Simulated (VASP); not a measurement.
Here is the system:

```xyz
5
Lattice="4.0332 0.0000 0.0000 0.0000 4.0332 0.0000 0.0000 0.0000 4.0332" Properties=species:S:1:pos:R:3 pbc="T T T"
K      0.0000     0.0000     0.0000
Zn     2.0166     2.0166     2.0166
F      2.0166     0.0000     2.0166
F      0.0000     2.0166     2.0166
F      2.0166     2.0166     0.0000
```

Computed with SCAN meta-GGA, VASP's PBE PAW potentials (set 64) (plane waves; VASP). Numerical set-up: 520 eV cut-off, 6×6×6 Γ-centred mesh, tetrahedra with Blöchl corrections, potentials K_sv Zn F.

Q: Estimate the energy per atom (σ→0), band gap (over mesh and band path) with the smallest direct gap where there is one.

A: 
The band gap (over mesh and band path) comes out as 4.52 eV, the smallest direct gap (over mesh and band path) is 6.57 eV and the energy per atom (σ→0) is -9.271 eV/atom.

Only differences to runs with the same potentials and settings are physical.

The compound is KZnF3 in the cubic perovskite structure. It was relaxed first.
